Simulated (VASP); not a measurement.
All values below come from LDA (Ceperley-Alder, Perdew-Zunger), VASP's LDA PAW potentials (set 64) (plane waves; VASP 6.6.1). For the first row: Settings: 400 eV cut-off, 5×5×9 Γ-centred mesh, tetrahedra with Blöchl corrections, potentials P Ru_pv.

| system | energy (eV/atom) |
|---|---|
| P2Ru (space group Pnnm) | -8.2975 |
| P (black) | -6.0286 |
| Ru (hcp) | -10.6933 |

The references are the elements' solids at the same level; no temperature or zero-point terms are added.

Question: What is the formation energy per atom of P₂Ru?

Answer: The references average (4×(-6.0286) + 2×(-10.6933))/6 = -7.5835 eV, so the formation energy is -8.2975 − (-7.5835) = -0.714 eV/atom.
